**Q:** I need the lattice of tungsten for a model of stress in a coating, and I would have used PBE out of habit. Does the functional matter for such a simple metal?

**A:** Compare the same crystal relaxed with five functionals. The printed relaxed length is the distance between nearest neighbours, so multiply it by 2/√3 to get the edge of the cubic cell.

VASP 6.6.1, plane-wave PAW DFT for bcc tungsten, with the one-atom primitive cell fully relaxed, no spin polarisation and no spin–orbit coupling. Cutoff 600 eV, 18×18×18 k mesh, Gaussian smearing of 0.1 eV. Volume changes are relative to the common starting cell of 16.41 Å³ per atom, and a is the length of the primitive cell vectors.

| functional | potentials | volume change (%) | relaxed length a (Å) |
| --- | --- | --- | --- |
| LDA | VASP PAW LDA potentials, recommended | -5.470 | 2.72110 |
| PBE | VASP PAW PBE potentials, recommended | -1.490 | 2.75870 |
| PBEsol | VASP PAW PBE potentials, recommended | -4.150 | 2.73370 |
| RPBE | VASP PAW PBE potentials, recommended | -0.290 | 2.76990 |
| r2SCAN | VASP PAW PBE potentials, recommended | -2.670 | 2.74770 |

The cubic edge runs from 3.142 Å with LDA to 3.198 Å with RPBE. In the order LDA, PBEsol, r2SCAN, PBE, RPBE, each step enlarges the volume by 1.2 to 1.5 %. That is far more than the leftover pressure in the relaxed cells could cause, so the order is not leftover noise from the relaxation. PBEsol, RPBE and r2SCAN were run with potentials made for PBE, a mismatch whose effect was not tested here.

**Q:** Every volume change is negative. Do all five make tungsten too small?

**A:** No, the change is counted from a starting cell that is itself too large. As a rough recalled figure, the measured volume lies 3 to 4 % below that start. On this scale LDA is about 2 % too small in volume, PBE about 2 % too large and RPBE about 3 % too large.

PBEsol comes out slightly small and r2SCAN slightly large, neither by more than about 1.4 %. I would not rank these two. The calculation leaves out spin–orbit coupling, zero-point motion and thermal expansion, and the recalled range is itself a percent wide.

**Q:** Why does the volume grow in that order?

**A:** LDA treats each point of the crystal as if the electron density were uniform around it. Gradient-corrected exchange adds a lowering of the energy where the density changes quickly compared with its own size. When the atoms move apart, the density between them thins out and such regions gain weight. The exchange correction therefore pushes outwards. The gradient term in correlation pulls the other way, but exchange usually wins, and the cell grows until the metal's stiffness balances the remaining push.

This argument from theory also tells you how to guess a neighbouring case. A stronger gradient term in exchange tends to give a larger cell, and the same push moves a soft metal further than a stiff one. PBEsol has a weaker exchange gradient term than PBE, while RPBE's rises more steeply once the gradients are no longer small. r2SCAN also uses the kinetic-energy density, so its place cannot be read from gradient strength alone.

**Q:** For small gradients, PBEsol's exchange coefficient is a little over half of PBE's. Should its volume lie about halfway between LDA and PBE?

**A:** It covers only a third of that distance. RPBE shows the same weakness of the rule from the other side: it shares PBE's coefficient for small gradients, yet its expansion beyond the LDA volume is 30 % larger. The coefficient says nothing about larger gradients, where RPBE pushes harder than PBE, and nothing about correlation. PBEsol weakens correlation's inward pull too, but by less than it weakens the exchange push, so less than half of the net expansion can be left. That is expected from the form of the functionals, not computed here. The LDA run has its own potentials too, and their part in the first step is untested.

**Q:** How much energy is at stake in a volume error of a few percent?

**A:** Very little, because the crystal behaves like a spring near its best volume. The energy rises with the square of the stretch:

E = B (V − V₀)² / (2V₀)

Here V is the volume per atom, V₀ its relaxed value and B the stiffness. A single B of 1.90 eV/Å³, or 305 GPa, was fitted to the energies that all five functionals gain by relaxing from the common start.

Take PBEsol, which was part of that fit. The start has 16.41 Å³ per atom, and a shrinkage of 4.15 % removes 0.681 Å³, which leaves V₀ = 15.73 Å³. The formula gives 1.90 × 0.681² / (2 × 15.73) = 0.028 eV, and the calculation itself gives 28 meV.

All five energies are met to within 0.06 meV, but that does not make B the true stiffness of each relaxed crystal. A metal softens as it is stretched, so the analysis printed below also estimates a separate bulk modulus for each functional at its own relaxed volume, assuming that it rises by 4 GPa for every GPa of pressure. By these estimates the functionals with small cells are stiffer at rest, but they were also stretched further at the start. The two effects nearly cancel, which would explain why one value fits all five. The estimates rest on the same energies and on the assumed softening, so they are not an independent test of this.

**Q:** Then I could keep the PBE cell and run PBEsol on it, since the energy hardly notices?

**A:** For an energy tolerance of 20 meV per atom you could, because the mismatch costs PBEsol only about 12 meV. For a stress model you should not. Energy grows with the square of the stretch, but stress grows in direct proportion to it, so a small mismatch shows up in the stress first.

The PBE cell is 2.8 % larger than PBEsol wants. Multiplied by PBEsol's estimated bulk modulus of 327 GPa, this gives a false tension of about 9 GPa; allowing for the softening brings it to about 8.5 GPa. Your coating would seem heavily strained before any process had touched it. Relax the reference cell with the functional that you use for the stress.

**Q:** Could I treat a change of functional simply as extra pressure on the PBE crystal?

**A:** For the volume that picture works, since a suitable pressure brings PBE tungsten to the LDA volume. It fails for the stiffness. With the same assumed pressure derivative, PBE tungsten squeezed that far would have a bulk modulus of about 363 GPa, against an estimated 335 GPa for LDA tungsten. The difference between the two functionals therefore acts as a push that changes with volume, and a fixed pressure that matches LDA's volume would overshoot LDA's stiffness.

**Q:** Which one should I choose, and what does it cost?

**A:** Let the tolerance decide. If 1 % in the cubic edge is enough, LDA and PBE both pass, because an error in the edge is about a third of the error in volume. RPBE is at or beyond that limit. If you need half a percent, use PBEsol or r2SCAN.

Between those two, cost favours PBEsol. It needs only the density and its gradient, so its effort should be close to PBE's. r2SCAN must also build the kinetic-energy density, and at the first geometry it took 21 self-consistency cycles where the others took 11 to 13. For this lattice the extra work brings no clear gain, so r2SCAN has to earn its place through some other property that you need.

Printed output of the fit:

```
Lattice:
     row  cubic edge in Å  volume error in % if measured is 3 % below start  volume error in % if measured is 4 % below start  share of LDA-to-PBE expansion in %
     LDA            3.142                                            -2.546                                            -1.531                                   0
     PBE            3.185                                             1.557                                             2.615                                 100
  PBEsol            3.157                                            -1.186                                           -0.1562                               33.19
    RPBE            3.198                                             2.794                                             3.865                               130.1
  r2SCAN            3.173                                            0.3402                                             1.385                               70.31
fit of gain on 5 rows: coefficient of para 1.903 +/- 0.0014; rms 0.0376, worst r2SCAN -0.0557, leave-one-out rms 0.044
Energy and stress:
     row  energy gained by relaxing in meV  estimated bulk modulus in GPa  pressure on the PBE lattice in GPa  energy cost of the PBE lattice in meV  cycles at first geometry
     LDA                             49.44                          334.7                              -12.72                                  26.82                        11
     PBE                              3.47                          308.1                                   0                                      0                        13
  PBEsol                             28.01                          326.6                              -8.467                                  11.79                        12
    RPBE                              0.13                          294.4                               3.641                                  2.208                        13
  r2SCAN                             11.51                          320.5                              -3.776                                  2.308                        21
Common stiffness of the parabola in GPa: 304.9
Volume step LDA to PBEsol in % of the PBE volume: 1.341
Volume step PBEsol to r2SCAN in % of the PBE volume: 1.5
Volume step r2SCAN to PBE in % of the PBE volume: 1.2
Volume step PBE to RPBE in % of the PBE volume: 1.215
Span of the cubic edge from LDA to RPBE in Å: 0.05635
Small-gradient exchange coefficient of PBEsol over that of PBE (rough): 0.5455
Bulk modulus of PBE tungsten compressed to the LDA volume in GPa: 363.4
Rounding share in the RPBE energy gain in %: 7.692
Largest volume error from leftover pressure in %: 0.01461
```
